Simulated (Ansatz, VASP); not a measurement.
# PtPb in VASP and in Ansatz

```
Pt Pb
1.0
     3.71300    0.00000    0.00000
    -1.85650    3.21555    0.00000
     0.00000    0.00000    7.18933
Pt Pb
2 2
Direct
  0.33333 0.66667 0.25000
  0.66667 0.33333 0.75000
  0.00000 0.00000 0.00000
  0.00000 0.00000 0.50000
```

Alike in both runs: functional LDA; k mesh 15 × 15 × 10; occupations methfessel-paxton of order 1, width 0.1 eV; no spin polarisation.

Ansatz relaxed the structure, and its values are those at the end. VASP's run is a single point on that final structure, the one shown.

|  | VASP | Ansatz |
| --- | --- | --- |
| version | VASP 6.6.1 | Ansatz 0.2.0 |
| potentials or method | VASP PAW LDA potentials, release 64 (Pt, Pb_d) | scalar-relativistic, plane waves, PAW |
| plane-wave cutoff (eV) | 520 | 420 |
| valence electrons in the cell | 48 | 64 |

|  | VASP | Ansatz | Ansatz less VASP |
| --- | --- | --- | --- |
| gap on the k mesh at the Fermi level (eV) | none | none | - |
| pressure (GPa) | 0.3 | 0.0 | -0.32 |

A gap of «none» marks a metal or a gap that the smearing closes. The two sets of potentials don't hold the same shells in valence.

Spin-orbit coupling is left out, which matters for the levels of Pb, Pt.
